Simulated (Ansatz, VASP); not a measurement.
# CuSb2: VASP beside Ansatz

Aim: how closely do two programs agree when they are given the same cell, functional and k mesh? The cell is generated by rule, not measured, and may not be a known phase. The cell is taken from a series of runs on this material, whose earlier steps may have relaxed, scaled, displaced or heated it; both programs get it as it stands.

Main program and level: Ansatz 0.2.0; plane waves, with VASP 6.6.1 beside it; zone-centre phonons at PBEsol.

The structure was built from a prototype and need not be the compound's stable phase.

**1. Starting point**

The structure is cubic, space group Fm-3m (No. 225). The conventional cell has a = 6.499 Å, b = 6.499 Å, c = 6.499 Å, α = 90.00°, β = 90.00°, γ = 90.00°. Nearest to Sb lie 4 Cu at 2.81 Å. Nearest to Cu lie 8 Sb at 2.81 Å. Farther neighbours are not listed.

**2. VASP: zone-centre phonons, PBEsol**

Second derivatives magnify differences that forces hide, and they need a tight electronic threshold.

Lines of VASP's logs that name or quote its potential files are left out, and so is its time.

Input file INCAR:

```
SYSTEM = CuSb2
PREC = Accurate
ENCUT = 600
EDIFF = 1E-08
NELM = 120
ISMEAR = 1
SIGMA = 0.15
LREAL = .FALSE.
ALGO = Normal
GGA = PS
NBANDS = 16
LASPH = .TRUE.
LORBIT = 11
LWAVE = .FALSE.
LCHARG = .FALSE.
ISIF = 2
IBRION = 8
GGA_COMPAT = .FALSE.
KPAR = 2
```

Input file POSCAR:

```
CuSb2
1.0
    0.0000000000      3.2495156030      3.2495156030
    3.2495156030      0.0000000000      3.2495156030
    3.2495156030      3.2495156030      0.0000000000
Sb Cu
2 1
Direct
    0.2500000000      0.2500000000      0.2500000000
    0.7500000000      0.7500000000      0.7500000000
    0.0000000000      0.0000000000      0.0000000000
```

Input file KPOINTS:

```
Automatic mesh
0
Gamma
10 10 10
0 0 0
```

Potentials, in the order of the species: Sb and Cu (PBE family, release 64).

Started as:

```
$ mpirun -np 2 vasp_std
```

Numbers of over 12 decimals in the logs are rounded to 6 here.

The log of the run:

```text
[banner, memory and clock lines left out]
running    2 mpi-ranks, on    1 nodes
 distrk:  each k-point on    1 cores,    2 groups
 distr:  one band on    1 cores,    1 groups

 POSCAR found type information on POSCAR SbCu
 POSCAR found :  2 types and       3 ions
|                                                                             |
|               ----> ADVICE to this user running VASP <----                  |
|                                                                             |
|     You enforced a specific xc type in the INCAR file but a different       |
|     [... a line on the potential file left out ...]
|     I HOPE YOU KNOW WHAT YOU ARE DOING!                                     |
|                                                                             |

 LDA part: xc-table for (Slater+PW92), standard interpolation
 POSCAR, INCAR and KPOINTS ok, starting setup
 FFT: planning ... GRIDC
 FFT: planning ... GRID_SOFT
 FFT: planning ... GRID
 WAVECAR not read
 entering main loop
       N       E                     dE             d eps       ncg     rms          rms(c)
DAV:   1     0.114367802705E+03    0.11437E+03   -0.90961E+03  1504   0.141E+03
DAV:   2    -0.782342536524E+01   -0.12219E+03   -0.11815E+03  1672   0.265E+02
DAV:   3    -0.142124621504E+02   -0.63890E+01   -0.62550E+01  1952   0.655E+01
DAV:   4    -0.143666433876E+02   -0.15418E+00   -0.15397E+00  1792   0.967E+00
DAV:   5    -0.143728010512E+02   -0.61577E-02   -0.61573E-02  2264   0.224E+00    0.119E+01
DAV:   6    -0.164536109591E+02   -0.20808E+01   -0.51097E+01  1512   0.195E+02    0.106E+01
DAV:   7    -0.132208162517E+02    0.32328E+01   -0.88633E+00  1856   0.916E+01    0.350E+00
DAV:   8    -0.130405677179E+02    0.18025E+00   -0.13485E+00  2072   0.312E+01    0.156E+00
DAV:   9    -0.130534446339E+02   -0.12877E-01   -0.17713E-01  2352   0.443E+00    0.106E+00
DAV:  10    -0.130476936403E+02    0.57510E-02   -0.73245E-03  2312   0.207E+00    0.762E-01
DAV:  11    -0.130449351340E+02    0.27585E-02   -0.34474E-03  2360   0.145E+00    0.307E-01
DAV:  12    -0.130434206380E+02    0.15145E-02   -0.85583E-03  1952   0.291E+00    0.180E-01
DAV:  13    -0.130434880624E+02   -0.67424E-04   -0.10228E-03  1800   0.315E-01    0.183E-01
DAV:  14    -0.130434583957E+02    0.29667E-04   -0.57808E-05  2296   0.126E-01    0.500E-02
DAV:  15    -0.130434511648E+02    0.72308E-05   -0.23822E-05  2272   0.105E-01    0.278E-02
DAV:  16    -0.130434489988E+02    0.21660E-05   -0.56371E-06  2280   0.624E-02    0.135E-02
DAV:  17    -0.130434484247E+02    0.57411E-06   -0.68389E-07  2352   0.168E-02    0.222E-03
DAV:  18    -0.130434483128E+02    0.11196E-06   -0.35369E-08  1696   0.233E-03    0.608E-04
DAV:  19    -0.130434483456E+02   -0.32882E-07   -0.12923E-08  1104   0.370E-03    0.158E-04
DAV:  20    -0.130434483681E+02   -0.22434E-07   -0.44632E-09   984   0.857E-04    0.264E-04
DAV:  21    -0.130434483624E+02    0.57223E-08   -0.21639E-09   896   0.986E-04
   1 F= -.13043448E+02 E0= -.13044489E+02  d E =0.312223E-02
 Linear response reoptimize wavefunctions to high precision
DAV:   1    -0.130434483629E+02   -0.50954E-09   -0.14687E-09  1016   0.102E-03
DAV:   2    -0.130434483629E+02   -0.59572E-10   -0.62372E-10   920   0.219E-04
 Linear response DOF=           2
 Linear response progress:
  Degree of freedom:   1/  2
       N       E                     dE             d eps       ncg     rms          rms(c)
RMM:   1    -0.281553814834E-01   -0.28155E-01    0.81478E-03  9709   0.169E+00
RMM:   2    -0.250188594010E-01    0.31365E-02   -0.28124E-03  7508   0.603E-01    0.469E-02
RMM:   3    -0.251341435387E-01   -0.11528E-03   -0.97440E-04  8812   0.209E-01    0.214E-02
RMM:   4    -0.251174118144E-01    0.16732E-04   -0.59093E-05  8972   0.608E-02    0.693E-03
RMM:   5    -0.251117968117E-01    0.56150E-05   -0.86180E-06  9089   0.182E-02    0.287E-03
RMM:   6    -0.251090992322E-01    0.26976E-05   -0.10930E-06  8475   0.680E-03    0.124E-03
RMM:   7    -0.251084560532E-01    0.64318E-06    0.11758E-07  7907   0.389E-03    0.779E-04
RMM:   8    -0.251073555979E-01    0.11005E-05    0.80392E-08  9093   0.162E-03    0.149E-04
RMM:   9    -0.251070249542E-01    0.33064E-06   -0.34580E-07  8804   0.677E-04    0.922E-05
RMM:  10    -0.251069281179E-01    0.96836E-07    0.63185E-08  8281   0.260E-04    0.104E-05
RMM:  11    -0.251069114555E-01    0.16662E-07    0.25810E-08  9350   0.999E-05    0.528E-06
RMM:  12    -0.251069005259E-01    0.10930E-07   -0.46169E-10  9289   0.287E-05    0.155E-06
RMM:  13    -0.251069034189E-01   -0.28930E-08   -0.58953E-10  9326   0.921E-06    0.115E-06
 first order change of Fermi-energy   0.16849E-04
 force on displaced ion       1 direction 1 :  -3.786   0.000   0.000
 Linear response progress:
  Degree of freedom:   2/  2
       N       E                     dE             d eps       ncg     rms          rms(c)
RMM:   1    -0.245331717676E+00   -0.24533E+00   -0.12686E-01  5065   0.382E+00
RMM:   2    -0.243667640503E+00    0.16641E-02   -0.46607E-03  4433   0.983E-01    0.989E-02
RMM:   3    -0.243897459479E+00   -0.22982E-03   -0.80368E-04  4943   0.224E-01    0.614E-02
RMM:   4    -0.244157467012E+00   -0.26001E-03   -0.25610E-04  4875   0.124E-01    0.121E-02
RMM:   5    -0.244114172430E+00    0.43295E-04   -0.14101E-05  4910   0.288E-02    0.508E-03
RMM:   6    -0.244097184969E+00    0.16987E-04   -0.13463E-06  4648   0.129E-02    0.243E-03
RMM:   7    -0.244093116573E+00    0.40684E-05   -0.43312E-07  4383   0.903E-03    0.108E-03
RMM:   8    -0.244087463204E+00    0.56534E-05   -0.20207E-07  5206   0.350E-03    0.457E-04
RMM:   9    -0.244085631296E+00    0.18319E-05   -0.44758E-08  5039   0.147E-03    0.179E-04
RMM:  10    -0.244084828271E+00    0.80302E-06   -0.33274E-09  5066   0.438E-04    0.948E-05
RMM:  11    -0.244084875110E+00   -0.46838E-07   -0.51257E-10  5313   0.151E-04    0.146E-05
RMM:  12    -0.244084908949E+00   -0.33839E-07   -0.59060E-11  5412   0.444E-05    0.454E-06
RMM:  13    -0.244084894408E+00    0.14541E-07   -0.17514E-11  5428   0.134E-05    0.199E-06
RMM:  14    -0.244084915679E+00   -0.21271E-07   -0.11048E-11  5114   0.961E-06    0.353E-07
RMM:  15    -0.244084917848E+00   -0.21690E-08   -0.23450E-11  4715   0.413E-06    0.420E-07
 first order change of Fermi-energy  -0.34962E-03
 force on displaced ion       3 direction 1 :  -2.112   0.000   0.000
 Linear response finished
```

Parts of OUTCAR (step 2):

```text
ion  position               nearest neighbor table
   1  0.250  0.250  0.250-   3 2.81   3 2.81   3 2.81   3 2.81   2 3.25   2 3.25   2 3.25   2 3.25
                             2 3.25   2 3.25
   2  0.750  0.750  0.750-   3 2.81   3 2.81   3 2.81   3 2.81   1 3.25   1 3.25   1 3.25   1 3.25
                             1 3.25   1 3.25
   3  0.000  0.000  0.000-   2 2.81   2 2.81   2 2.81   1 2.81   2 2.81   1 2.81   1 2.81   1 2.81

  LATTYP: Found a face centered cubic cell.
 ALAT       =     6.4990312060

 Subroutine GETGRP returns: Found 48 space group operations
 (whereof 48 operations were pure point group operations)

The static configuration has the point symmetry O_h .

 Found     47 irreducible k-points:

   k-points           NKPTS =     47   k-points in BZ     NKDIM =     47   number of bands    NBANDS=     16

   dimension x,y,z NGX =    40 NGY =   40 NGZ =   40
   dimension x,y,z NGXF=    80 NGYF=   80 NGZF=   80

   ENCUT  =  600.0 eV  44.10 Ry    6.64 a.u.   9.18  9.18  9.18*2*pi/ulx,y,z

   NELECT =      21.0000    total number of electrons

 k-points in reciprocal lattice and weights: Automatic mesh
   0.00000000  0.00000000  0.00000000       0.001
   0.10000000  0.00000000  0.00000000       0.008
   0.20000000  0.00000000  0.00000000       0.008
   0.30000000  0.00000000  0.00000000       0.008
   0.40000000  0.00000000  0.00000000       0.008
   0.50000000  0.00000000  0.00000000       0.004
   0.10000000  0.10000000  0.00000000       0.006
   0.20000000  0.10000000  0.00000000       0.024
   0.30000000  0.10000000  0.00000000       0.024
[...]
-0.30000000  0.40000000  0.20000000       0.024
  -0.30000000  0.50000000  0.20000000       0.012

 average (electrostatic) potential at core
       1 -84.9002       2 -84.9002       3 -63.6814

  Total        0.0739336      0.0739336      0.0739336      0.0000000      0.0000000     -0.0000000
  in kB        1.7261020      1.7261020      1.7261020      0.0000000      0.0000000     -0.0000000
  external PRESSURE =       1.7261020 kB  Pullay stress =       0.0000000 kB

  energy-cutoff  :      600.00
  volume of cell :       68.63
      direct lattice vectors                 reciprocal lattice vectors
     0.000000000  3.249515603  3.249515603    -0.153869087  0.153869087  0.153869087
     3.249515603  0.000000000  3.249515603     0.153869087 -0.153869087  0.153869087
     3.249515603  3.249515603  0.000000000     0.153869087  0.153869087 -0.153869087

 POSITION                                       TOTAL-FORCE (eV/Angst)
 -----------------------------------------------------------------------------------
      1.62476      1.62476      1.62476        -0.000000     -0.000000     -0.000000
      4.87427      4.87427      4.87427         0.000000      0.000000      0.000000
      0.00000      0.00000      0.00000        -0.000000     -0.000000      0.000000
 -----------------------------------------------------------------------------------
    total drift:                               -0.000000      0.000000      0.000000

 Eigenvectors and eigenvalues of the dynamical matrix
 ----------------------------------------------------

   1 f  =    3.618396 THz    22.735055 2PiTHz  120.696709 cm-1    14.964478 meV
             X         Y         Z           dx          dy          dz
      1.624758  1.624758  1.624758    -0.485091   -0.503817   -0.104189
      4.874273  4.874273  4.874273     0.485091    0.503817    0.104189
      0.000000  0.000000  0.000000     0.000000    0.000000    0.000000

   2 f  =    3.618396 THz    22.735055 2PiTHz  120.696709 cm-1    14.964478 meV
             X         Y         Z           dx          dy          dz
      1.624758  1.624758  1.624758     0.509377   -0.490444   -0.000000
      4.874273  4.874273  4.874273    -0.509377    0.490444    0.000000
      0.000000  0.000000  0.000000     0.000000   -0.000000    0.000000

   3 f  =    3.618396 THz    22.735055 2PiTHz  120.696709 cm-1    14.964478 meV
             X         Y         Z           dx          dy          dz
      1.624758  1.624758  1.624758    -0.072265   -0.075054    0.699389
      4.874273  4.874273  4.874273     0.072265    0.075054   -0.699389
      0.000000  0.000000  0.000000     0.000000   -0.000000    0.000000

   4 f  =    3.198770 THz    20.098467 2PiTHz  106.699492 cm-1    13.229045 meV
             X         Y         Z           dx          dy          dz
      1.624758  1.624758  1.624758    -0.000000    0.320980   -0.000000
      4.874273  4.874273  4.874273     0.000000    0.320980    0.000000
      0.000000  0.000000  0.000000     0.000000   -0.891035    0.000000

   5 f  =    3.198770 THz    20.098467 2PiTHz  106.699492 cm-1    13.229045 meV
             X         Y         Z           dx          dy          dz
      1.624758  1.624758  1.624758    -0.320980    0.000000    0.000000
      4.874273  4.874273  4.874273    -0.320980    0.000000    0.000000
      0.000000  0.000000  0.000000     0.891035    0.000000    0.000000

   6 f  =    3.198770 THz    20.098467 2PiTHz  106.699492 cm-1    13.229045 meV
             X         Y         Z           dx          dy          dz
      1.624758  1.624758  1.624758     0.000000    0.000000   -0.320980
      4.874273  4.874273  4.874273     0.000000    0.000000   -0.320980
      0.000000  0.000000  0.000000     0.000000    0.000000    0.891035

   7 f/i=    0.003565 THz     0.022399 2PiTHz    0.118912 cm-1     0.014743 meV
             X         Y         Z           dx          dy          dz
      1.624758  1.624758  1.624758     0.000000    0.630057   -0.000000
      4.874273  4.874273  4.874273     0.000000    0.630057   -0.000000
      0.000000  0.000000  0.000000     0.000000    0.453935    0.000000

   8 f/i=    0.003565 THz     0.022399 2PiTHz    0.118912 cm-1     0.014743 meV
             X         Y         Z           dx          dy          dz
      1.624758  1.624758  1.624758     0.630057    0.000000    0.000000
      4.874273  4.874273  4.874273     0.630057    0.000000    0.000000
      0.000000  0.000000  0.000000     0.453935    0.000000    0.000000

   9 f/i=    0.003565 THz     0.022399 2PiTHz    0.118912 cm-1     0.014743 meV
             X         Y         Z           dx          dy          dz
      1.624758  1.624758  1.624758     0.000000    0.000000    0.630057
      4.874273  4.874273  4.874273     0.000000    0.000000    0.630057
      0.000000  0.000000  0.000000     0.000000    0.000000    0.453935

 ELASTIC MODULI CONTR FROM IONIC RELAXATION (kBar)
 Direction    XX          YY          ZZ          XY          YZ          ZX
 --------------------------------------------------------------------------------
 XX          -0.0000     -0.0000     -0.0000     -0.0000      0.0000     -0.0000
 YY          -0.0000     -0.0000      0.0000     -0.0000      0.0000      0.0000
 ZZ          -0.0000      0.0000     -0.0000      0.0000      0.0000     -0.0000
 XY          -0.0000     -0.0000      0.0000    -30.8969      0.0000      0.0000
 YZ           0.0000      0.0000      0.0000      0.0000    -30.8969      0.0000
 ZX          -0.0000      0.0000     -0.0000      0.0000      0.0000    -30.8969
 --------------------------------------------------------------------------------
```

(Continued in part 2 of 2.)

[Lines on the potential files, build, host, timing and source positions are cut from VASP's logs without a mark.]

[Logs are printed without paths, hosts, clocks, repeated set-up lines and the standing remarks that a program may print on its own settings, such as how far it seeks lower states.]

[Hosts, paths, dates, database ids (printed as entryN), source tags and the programs' standing remarks are cut or masked in the printed files.]
